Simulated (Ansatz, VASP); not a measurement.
# Sn: VASP beside Ansatz, part 2 of 3

Wanted: the spread between two codes on one cell, functional and k mesh. The cell is taken from a series of runs on this material, whose earlier steps may have relaxed, scaled, displaced or heated it; both programs get it as it stands.

VASP 6.6.1 and Ansatz 0.2.0.

So far: The structure; Ansatz: zone-centre phonons, LDA.

### 3. VASP: zone-centre phonons, LDA

Level of this step: LDA; plane waves and PAW (Sn_d) (VASP).

The same cell, functional (in two slightly different forms), mesh and smearing now go to VASP, with its own data sets.

Lines of VASP's logs that name or quote its potential files are left out, and so is its time.

File INCAR:

```
SYSTEM = Sn
PREC = Accurate
ENCUT = 500
EDIFF = 1E-08
NELM = 120
ISMEAR = 0
SIGMA = 0.015
LREAL = .FALSE.
ALGO = Normal
GGA = CA
NBANDS = 20
LORBIT = 11
LWAVE = .FALSE.
LCHARG = .FALSE.
ISIF = 2
ISYM = 2
IBRION = 8
LASPH = .TRUE.
GGA_COMPAT = .FALSE.
KPAR = 2
```

File POSCAR:

```
Sn
1.0
    0.0316451985      3.2353466683      3.2353466683
    3.2353466683      0.0316451985      3.2353466683
    3.2353466683      3.2353466683      0.0316451985
Sn
2
Direct
    0.5007512089      0.5007512089      0.5007512089
    0.7492487911      0.7492487911      0.7492487911
```

File KPOINTS:

```
Points of the shifted mesh
1728
Reciprocal
 0.0416666667  0.0416666667  0.0416666667 1
 0.0416666667  0.0416666667  0.1250000000 1
 0.0416666667  0.0416666667  0.2083333333 1
 0.0416666667  0.0416666667  0.2916666667 1
 0.0416666667  0.0416666667  0.3750000000 1
 0.0416666667  0.0416666667  0.4583333333 1
 0.0416666667  0.0416666667  0.5416666667 1
 0.0416666667  0.0416666667  0.6250000000 1
 0.0416666667  0.0416666667  0.7083333333 1
 0.0416666667  0.0416666667  0.7916666667 1
 0.0416666667  0.0416666667  0.8750000000 1
 0.0416666667  0.0416666667  0.9583333333 1
 0.0416666667  0.1250000000  0.0416666667 1
 0.0416666667  0.1250000000  0.1250000000 1
 0.0416666667  0.1250000000  0.2083333333 1
 0.0416666667  0.1250000000  0.2916666667 1
 0.0416666667  0.1250000000  0.3750000000 1
 0.0416666667  0.1250000000  0.4583333333 1
 0.0416666667  0.1250000000  0.5416666667 1
 0.0416666667  0.1250000000  0.6250000000 1
 0.0416666667  0.1250000000  0.7083333333 1
 0.0416666667  0.1250000000  0.7916666667 1
 0.0416666667  0.1250000000  0.8750000000 1
 0.0416666667  0.1250000000  0.9583333333 1
 0.0416666667  0.2083333333  0.0416666667 1
 0.0416666667  0.2083333333  0.1250000000 1
 0.0416666667  0.2083333333  0.2083333333 1
 0.0416666667  0.2083333333  0.2916666667 1
 0.0416666667  0.2083333333  0.3750000000 1
 0.0416666667  0.2083333333  0.4583333333 1
 0.0416666667  0.2083333333  0.5416666667 1
 0.0416666667  0.2083333333  0.6250000000 1
 0.0416666667  0.2083333333  0.7083333333 1
 0.0416666667  0.2083333333  0.7916666667 1
 0.0416666667  0.2083333333  0.8750000000 1
 0.0416666667  0.2083333333  0.9583333333 1
 0.0416666667  0.2916666667  0.0416666667 1
 0.0416666667  0.2916666667  0.1250000000 1
 0.0416666667  0.2916666667  0.2083333333 1
 0.0416666667  0.2916666667  0.2916666667 1
 0.0416666667  0.2916666667  0.3750000000 1
 0.0416666667  0.2916666667  0.4583333333 1
 0.0416666667  0.2916666667  0.5416666667 1
 0.0416666667  0.2916666667  0.6250000000 1
 0.0416666667  0.2916666667  0.7083333333 1
 0.0416666667  0.2916666667  0.7916666667 1
 0.0416666667  0.2916666667  0.8750000000 1
 0.0416666667  0.2916666667  0.9583333333 1
 0.0416666667  0.3750000000  0.0416666667 1
 0.0416666667  0.3750000000  0.1250000000 1
 0.0416666667  0.3750000000  0.2083333333 1
 0.0416666667  0.3750000000  0.2916666667 1
 0.0416666667  0.3750000000  0.3750000000 1
 0.0416666667  0.3750000000  0.4583333333 1
 0.0416666667  0.3750000000  0.5416666667 1
 0.0416666667  0.3750000000  0.6250000000 1
 0.0416666667  0.3750000000  0.7083333333 1
 0.0416666667  0.3750000000  0.7916666667 1
 0.0416666667  0.3750000000  0.8750000000 1
 0.0416666667  0.3750000000  0.9583333333 1
 0.0416666667  0.4583333333  0.0416666667 1
 0.0416666667  0.4583333333  0.1250000000 1
 0.0416666667  0.4583333333  0.2083333333 1
 0.0416666667  0.4583333333  0.2916666667 1
 0.0416666667  0.4583333333  0.3750000000 1
 0.0416666667  0.4583333333  0.4583333333 1
 0.0416666667  0.4583333333  0.5416666667 1
 0.0416666667  0.4583333333  0.6250000000 1
 0.0416666667  0.4583333333  0.7083333333 1
 0.0416666667  0.4583333333  0.7916666667 1
 0.0416666667  0.4583333333  0.8750000000 1
 0.0416666667  0.4583333333  0.9583333333 1
 0.0416666667  0.5416666667  0.0416666667 1
 0.0416666667  0.5416666667  0.1250000000 1
 0.0416666667  0.5416666667  0.2083333333 1
 0.0416666667  0.5416666667  0.2916666667 1
 0.0416666667  0.5416666667  0.3750000000 1
 0.0416666667  0.5416666667  0.4583333333 1
 0.0416666667  0.5416666667  0.5416666667 1
 0.0416666667  0.5416666667  0.6250000000 1
 0.0416666667  0.5416666667  0.7083333333 1
 0.0416666667  0.5416666667  0.7916666667 1
 0.0416666667  0.5416666667  0.8750000000 1
 0.0416666667  0.5416666667  0.9583333333 1
 0.0416666667  0.6250000000  0.0416666667 1
 0.0416666667  0.6250000000  0.1250000000 1
 0.0416666667  0.6250000000  0.2083333333 1
 0.0416666667  0.6250000000  0.2916666667 1
 0.0416666667  0.6250000000  0.3750000000 1
 0.0416666667  0.6250000000  0.4583333333 1
 0.0416666667  0.6250000000  0.5416666667 1
 0.0416666667  0.6250000000  0.6250000000 1
 0.0416666667  0.6250000000  0.7083333333 1
 0.0416666667  0.6250000000  0.7916666667 1
 0.0416666667  0.6250000000  0.8750000000 1
 0.0416666667  0.6250000000  0.9583333333 1
 0.0416666667  0.7083333333  0.0416666667 1
 0.0416666667  0.7083333333  0.1250000000 1
 0.0416666667  0.7083333333  0.2083333333 1
 0.0416666667  0.7083333333  0.2916666667 1
 0.0416666667  0.7083333333  0.3750000000 1
 0.0416666667  0.7083333333  0.4583333333 1
 0.0416666667  0.7083333333  0.5416666667 1
 0.0416666667  0.7083333333  0.6250000000 1
 0.0416666667  0.7083333333  0.7083333333 1
 0.0416666667  0.7083333333  0.7916666667 1
 0.0416666667  0.7083333333  0.8750000000 1
 0.0416666667  0.7083333333  0.9583333333 1
 0.0416666667  0.7916666667  0.0416666667 1
 0.0416666667  0.7916666667  0.1250000000 1
 0.0416666667  0.7916666667  0.2083333333 1
 0.0416666667  0.7916666667  0.2916666667 1
[... 1390 lines left out ...]
 0.8750000000  0.4583333333  0.1250000000 1
 0.8750000000  0.4583333333  0.2083333333 1
 0.8750000000  0.4583333333  0.2916666667 1
 0.8750000000  0.4583333333  0.3750000000 1
 0.8750000000  0.4583333333  0.4583333333 1
 0.8750000000  0.4583333333  0.5416666667 1
 0.8750000000  0.4583333333  0.6250000000 1
 0.8750000000  0.4583333333  0.7083333333 1
 0.8750000000  0.4583333333  0.7916666667 1
 0.8750000000  0.4583333333  0.8750000000 1
 0.8750000000  0.4583333333  0.9583333333 1
 0.8750000000  0.5416666667  0.0416666667 1
 0.8750000000  0.5416666667  0.1250000000 1
 0.8750000000  0.5416666667  0.2083333333 1
 0.8750000000  0.5416666667  0.2916666667 1
 0.8750000000  0.5416666667  0.3750000000 1
 0.8750000000  0.5416666667  0.4583333333 1
 0.8750000000  0.5416666667  0.5416666667 1
 0.8750000000  0.5416666667  0.6250000000 1
 0.8750000000  0.5416666667  0.7083333333 1
 0.8750000000  0.5416666667  0.7916666667 1
 0.8750000000  0.5416666667  0.8750000000 1
 0.8750000000  0.5416666667  0.9583333333 1
 0.8750000000  0.6250000000  0.0416666667 1
 0.8750000000  0.6250000000  0.1250000000 1
 0.8750000000  0.6250000000  0.2083333333 1
 0.8750000000  0.6250000000  0.2916666667 1
 0.8750000000  0.6250000000  0.3750000000 1
 0.8750000000  0.6250000000  0.4583333333 1
 0.8750000000  0.6250000000  0.5416666667 1
 0.8750000000  0.6250000000  0.6250000000 1
 0.8750000000  0.6250000000  0.7083333333 1
 0.8750000000  0.6250000000  0.7916666667 1
 0.8750000000  0.6250000000  0.8750000000 1
 0.8750000000  0.6250000000  0.9583333333 1
 0.8750000000  0.7083333333  0.0416666667 1
 0.8750000000  0.7083333333  0.1250000000 1
 0.8750000000  0.7083333333  0.2083333333 1
 0.8750000000  0.7083333333  0.2916666667 1
 0.8750000000  0.7083333333  0.3750000000 1
 0.8750000000  0.7083333333  0.4583333333 1
 0.8750000000  0.7083333333  0.5416666667 1
 0.8750000000  0.7083333333  0.6250000000 1
 0.8750000000  0.7083333333  0.7083333333 1
 0.8750000000  0.7083333333  0.7916666667 1
 0.8750000000  0.7083333333  0.8750000000 1
 0.8750000000  0.7083333333  0.9583333333 1
 0.8750000000  0.7916666667  0.0416666667 1
 0.8750000000  0.7916666667  0.1250000000 1
 0.8750000000  0.7916666667  0.2083333333 1
 0.8750000000  0.7916666667  0.2916666667 1
 0.8750000000  0.7916666667  0.3750000000 1
 0.8750000000  0.7916666667  0.4583333333 1
 0.8750000000  0.7916666667  0.5416666667 1
 0.8750000000  0.7916666667  0.6250000000 1
 0.8750000000  0.7916666667  0.7083333333 1
 0.8750000000  0.7916666667  0.7916666667 1
 0.8750000000  0.7916666667  0.8750000000 1
 0.8750000000  0.7916666667  0.9583333333 1
 0.8750000000  0.8750000000  0.0416666667 1
 0.8750000000  0.8750000000  0.1250000000 1
 0.8750000000  0.8750000000  0.2083333333 1
 0.8750000000  0.8750000000  0.2916666667 1
 0.8750000000  0.8750000000  0.3750000000 1
 0.8750000000  0.8750000000  0.4583333333 1
 0.8750000000  0.8750000000  0.5416666667 1
 0.8750000000  0.8750000000  0.6250000000 1
 0.8750000000  0.8750000000  0.7083333333 1
 0.8750000000  0.8750000000  0.7916666667 1
 0.8750000000  0.8750000000  0.8750000000 1
 0.8750000000  0.8750000000  0.9583333333 1
 0.8750000000  0.9583333333  0.0416666667 1
 0.8750000000  0.9583333333  0.1250000000 1
 0.8750000000  0.9583333333  0.2083333333 1
 0.8750000000  0.9583333333  0.2916666667 1
 0.8750000000  0.9583333333  0.3750000000 1
 0.8750000000  0.9583333333  0.4583333333 1
 0.8750000000  0.9583333333  0.5416666667 1
 0.8750000000  0.9583333333  0.6250000000 1
 0.8750000000  0.9583333333  0.7083333333 1
 0.8750000000  0.9583333333  0.7916666667 1
 0.8750000000  0.9583333333  0.8750000000 1
 0.8750000000  0.9583333333  0.9583333333 1
 0.9583333333  0.0416666667  0.0416666667 1
 0.9583333333  0.0416666667  0.1250000000 1
 0.9583333333  0.0416666667  0.2083333333 1
 0.9583333333  0.0416666667  0.2916666667 1
 0.9583333333  0.0416666667  0.3750000000 1
 0.9583333333  0.0416666667  0.4583333333 1
 0.9583333333  0.0416666667  0.5416666667 1
 0.9583333333  0.0416666667  0.6250000000 1
 0.9583333333  0.0416666667  0.7083333333 1
 0.9583333333  0.0416666667  0.7916666667 1
 0.9583333333  0.0416666667  0.8750000000 1
 0.9583333333  0.0416666667  0.9583333333 1
 0.9583333333  0.1250000000  0.0416666667 1
 0.9583333333  0.1250000000  0.1250000000 1
 0.9583333333  0.1250000000  0.2083333333 1
 0.9583333333  0.1250000000  0.2916666667 1
 0.9583333333  0.1250000000  0.3750000000 1
 0.9583333333  0.1250000000  0.4583333333 1
 0.9583333333  0.1250000000  0.5416666667 1
 0.9583333333  0.1250000000  0.6250000000 1
 0.9583333333  0.1250000000  0.7083333333 1
 0.9583333333  0.1250000000  0.7916666667 1
 0.9583333333  0.1250000000  0.8750000000 1
 0.9583333333  0.1250000000  0.9583333333 1
 0.9583333333  0.2083333333  0.0416666667 1
 0.9583333333  0.2083333333  0.1250000000 1
 0.9583333333  0.2083333333  0.2083333333 1
 0.9583333333  0.2083333333  0.2916666667 1
 0.9583333333  0.2083333333  0.3750000000 1
 0.9583333333  0.2083333333  0.4583333333 1
 0.9583333333  0.2083333333  0.5416666667 1
 0.9583333333  0.2083333333  0.6250000000 1
 0.9583333333  0.2083333333  0.7083333333 1
 0.9583333333  0.2083333333  0.7916666667 1
 0.9583333333  0.2083333333  0.8750000000 1
 0.9583333333  0.2083333333  0.9583333333 1
 0.9583333333  0.2916666667  0.0416666667 1
 0.9583333333  0.2916666667  0.1250000000 1
 0.9583333333  0.2916666667  0.2083333333 1
 0.9583333333  0.2916666667  0.2916666667 1
 0.9583333333  0.2916666667  0.3750000000 1
 0.9583333333  0.2916666667  0.4583333333 1
 0.9583333333  0.2916666667  0.5416666667 1
 0.9583333333  0.2916666667  0.6250000000 1
 0.9583333333  0.2916666667  0.7083333333 1
 0.9583333333  0.2916666667  0.7916666667 1
 0.9583333333  0.2916666667  0.8750000000 1
 0.9583333333  0.2916666667  0.9583333333 1
 0.9583333333  0.3750000000  0.0416666667 1
 0.9583333333  0.3750000000  0.1250000000 1
 0.9583333333  0.3750000000  0.2083333333 1
 0.9583333333  0.3750000000  0.2916666667 1
 0.9583333333  0.3750000000  0.3750000000 1
 0.9583333333  0.3750000000  0.4583333333 1
 0.9583333333  0.3750000000  0.5416666667 1
 0.9583333333  0.3750000000  0.6250000000 1
 0.9583333333  0.3750000000  0.7083333333 1
 0.9583333333  0.3750000000  0.7916666667 1
 0.9583333333  0.3750000000  0.8750000000 1
 0.9583333333  0.3750000000  0.9583333333 1
 0.9583333333  0.4583333333  0.0416666667 1
 0.9583333333  0.4583333333  0.1250000000 1
 0.9583333333  0.4583333333  0.2083333333 1
 0.9583333333  0.4583333333  0.2916666667 1
 0.9583333333  0.4583333333  0.3750000000 1
 0.9583333333  0.4583333333  0.4583333333 1
 0.9583333333  0.4583333333  0.5416666667 1
 0.9583333333  0.4583333333  0.6250000000 1
 0.9583333333  0.4583333333  0.7083333333 1
 0.9583333333  0.4583333333  0.7916666667 1
 0.9583333333  0.4583333333  0.8750000000 1
 0.9583333333  0.4583333333  0.9583333333 1
 0.9583333333  0.5416666667  0.0416666667 1
 0.9583333333  0.5416666667  0.1250000000 1
 0.9583333333  0.5416666667  0.2083333333 1
 0.9583333333  0.5416666667  0.2916666667 1
 0.9583333333  0.5416666667  0.3750000000 1
 0.9583333333  0.5416666667  0.4583333333 1
 0.9583333333  0.5416666667  0.5416666667 1
 0.9583333333  0.5416666667  0.6250000000 1
 0.9583333333  0.5416666667  0.7083333333 1
 0.9583333333  0.5416666667  0.7916666667 1
 0.9583333333  0.5416666667  0.8750000000 1
 0.9583333333  0.5416666667  0.9583333333 1
 0.9583333333  0.6250000000  0.0416666667 1
 0.9583333333  0.6250000000  0.1250000000 1
 0.9583333333  0.6250000000  0.2083333333 1
 0.9583333333  0.6250000000  0.2916666667 1
 0.9583333333  0.6250000000  0.3750000000 1
 0.9583333333  0.6250000000  0.4583333333 1
 0.9583333333  0.6250000000  0.5416666667 1
 0.9583333333  0.6250000000  0.6250000000 1
 0.9583333333  0.6250000000  0.7083333333 1
 0.9583333333  0.6250000000  0.7916666667 1
 0.9583333333  0.6250000000  0.8750000000 1
 0.9583333333  0.6250000000  0.9583333333 1
 0.9583333333  0.7083333333  0.0416666667 1
 0.9583333333  0.7083333333  0.1250000000 1
 0.9583333333  0.7083333333  0.2083333333 1
 0.9583333333  0.7083333333  0.2916666667 1
 0.9583333333  0.7083333333  0.3750000000 1
 0.9583333333  0.7083333333  0.4583333333 1
 0.9583333333  0.7083333333  0.5416666667 1
 0.9583333333  0.7083333333  0.6250000000 1
 0.9583333333  0.7083333333  0.7083333333 1
 0.9583333333  0.7083333333  0.7916666667 1
 0.9583333333  0.7083333333  0.8750000000 1
 0.9583333333  0.7083333333  0.9583333333 1
 0.9583333333  0.7916666667  0.0416666667 1
 0.9583333333  0.7916666667  0.1250000000 1
 0.9583333333  0.7916666667  0.2083333333 1
 0.9583333333  0.7916666667  0.2916666667 1
 0.9583333333  0.7916666667  0.3750000000 1
 0.9583333333  0.7916666667  0.4583333333 1
 0.9583333333  0.7916666667  0.5416666667 1
 0.9583333333  0.7916666667  0.6250000000 1
 0.9583333333  0.7916666667  0.7083333333 1
 0.9583333333  0.7916666667  0.7916666667 1
 0.9583333333  0.7916666667  0.8750000000 1
 0.9583333333  0.7916666667  0.9583333333 1
 0.9583333333  0.8750000000  0.0416666667 1
 0.9583333333  0.8750000000  0.1250000000 1
 0.9583333333  0.8750000000  0.2083333333 1
 0.9583333333  0.8750000000  0.2916666667 1
 0.9583333333  0.8750000000  0.3750000000 1
 0.9583333333  0.8750000000  0.4583333333 1
 0.9583333333  0.8750000000  0.5416666667 1
 0.9583333333  0.8750000000  0.6250000000 1
 0.9583333333  0.8750000000  0.7083333333 1
 0.9583333333  0.8750000000  0.7916666667 1
 0.9583333333  0.8750000000  0.8750000000 1
 0.9583333333  0.8750000000  0.9583333333 1
 0.9583333333  0.9583333333  0.0416666667 1
 0.9583333333  0.9583333333  0.1250000000 1
 0.9583333333  0.9583333333  0.2083333333 1
 0.9583333333  0.9583333333  0.2916666667 1
 0.9583333333  0.9583333333  0.3750000000 1
 0.9583333333  0.9583333333  0.4583333333 1
 0.9583333333  0.9583333333  0.5416666667 1
 0.9583333333  0.9583333333  0.6250000000 1
 0.9583333333  0.9583333333  0.7083333333 1
 0.9583333333  0.9583333333  0.7916666667 1
 0.9583333333  0.9583333333  0.8750000000 1
 0.9583333333  0.9583333333  0.9583333333 1
```

PAW data sets: Sn_d (LDA family, release 64).

Command:

```
mpirun -np 2 vasp_std
```

The log of the run:

```text
[banner, memory and clock lines left out]
running    2 mpi-ranks, on    1 nodes
 distrk:  each k-point on    1 cores,    2 groups
 distr:  one band on    1 cores,    1 groups

 POSCAR found type information on POSCAR Sn
 POSCAR found :  1 types and       2 ions
 LDA part: xc-table for (Slater(with rela. corr.)+CA(PZ))
 , standard interpolation
 POSCAR, INCAR and KPOINTS ok, starting setup
 FFT: planning ... GRIDC
 FFT: planning ... GRID_SOFT
 FFT: planning ... GRID
 WAVECAR not read
 entering main loop
       N       E                     dE             d eps       ncg     rms          rms(c)
DAV:   1     0.223317812295E+03    0.22332E+03   -0.14800E+04 69568   0.202E+03
DAV:   2     0.148723314039E+02   -0.20845E+03   -0.20465E+03 69328   0.444E+02
DAV:   3    -0.829557000939E+01   -0.23168E+02   -0.23028E+02 78880   0.144E+02
DAV:   4    -0.904683513372E+01   -0.75127E+00   -0.75089E+00 78580   0.293E+01
DAV:   5    -0.907288371882E+01   -0.26049E-01   -0.26048E-01 94240   0.534E+00    0.343E+00
DAV:   6    -0.898199537319E+01    0.90888E-01   -0.44692E-02 87080   0.230E+00    0.192E+00
DAV:   7    -0.893727753357E+01    0.44718E-01   -0.66046E-02 71652   0.230E+00    0.150E-01
DAV:   8    -0.893788126722E+01   -0.60373E-03   -0.56227E-03 80012   0.837E-01    0.561E-02
DAV:   9    -0.893797083663E+01   -0.89569E-04   -0.18813E-04 90812   0.102E-01    0.155E-02
DAV:  10    -0.893797056266E+01    0.27397E-06   -0.16547E-05 92748   0.469E-02    0.411E-03
DAV:  11    -0.893797095582E+01   -0.39316E-06   -0.13133E-06 75340   0.773E-03    0.180E-03
DAV:  12    -0.893797095115E+01    0.46680E-08   -0.83061E-08 78624   0.225E-03
   1 F= -.89379710E+01 E0= -.89379576E+01  d E =-.266676E-04
 Linear response reoptimize wavefunctions to high precision
DAV:   1    -0.893797095161E+01   -0.45884E-09   -0.93575E-09 67896   0.839E-04
DAV:   2    -0.893797095173E+01   -0.12051E-09   -0.11844E-09 46192   0.318E-04
DAV:   3    -0.893797095176E+01   -0.27285E-10   -0.26214E-10 41680   0.178E-04
 Linear response DOF=           1
 Linear response progress:
  Degree of freedom:   1/  1
       N       E                     dE             d eps       ncg     rms          rms(c)
RMM:   1    -0.216341860812E+00   -0.21634E+00    0.61782E-01 86692   0.103E+01
RMM:   2    -0.223202398819E+00   -0.68605E-02   -0.20431E-02121036   0.120E+00    0.727E-02
RMM:   3    -0.223390650579E+00   -0.18825E-03   -0.16992E-03126883   0.333E-01    0.340E-02
RMM:   4    -0.223314281538E+00    0.76369E-04   -0.11993E-04127350   0.101E-01    0.110E-02
RMM:   5    -0.223315230088E+00   -0.94855E-06   -0.15766E-05129978   0.330E-02    0.380E-03
RMM:   6    -0.223317046083E+00   -0.18160E-05   -0.58451E-07127285   0.981E-03    0.169E-03
RMM:   7    -0.223316662375E+00    0.38371E-06   -0.18182E-07128241   0.356E-03    0.364E-04
RMM:   8    -0.223314437061E+00    0.22253E-05    0.87807E-09131307   0.129E-03    0.225E-04
RMM:   9    -0.223313248614E+00    0.11884E-05    0.35459E-08131929   0.510E-04    0.409E-05
RMM:  10    -0.223313438265E+00   -0.18965E-06    0.59715E-08137705   0.219E-04    0.311E-05
RMM:  11    -0.223313326960E+00    0.11131E-06    0.26774E-08133535   0.110E-04    0.798E-06
RMM:  12    -0.223313323216E+00    0.37442E-08    0.34938E-08141385   0.610E-05    0.532E-06
 first order change of Fermi-energy   0.11127E+01
 force on displaced ion       1 direction 1 :  -7.801  -0.258  -0.258
 Linear response finished
```

(Continued in part 3 of 3.)

[Lines on the potential files, build, host, timing and source positions are cut from VASP's logs without a mark.]

[Logs are printed without paths, hosts, clocks, repeated set-up lines and the standing remarks that a program may print on its own settings, such as how far it seeks lower states.]

[Hosts, paths, dates, database ids (printed as entryN), source tags and the programs' standing remarks are cut or masked in the printed files.]
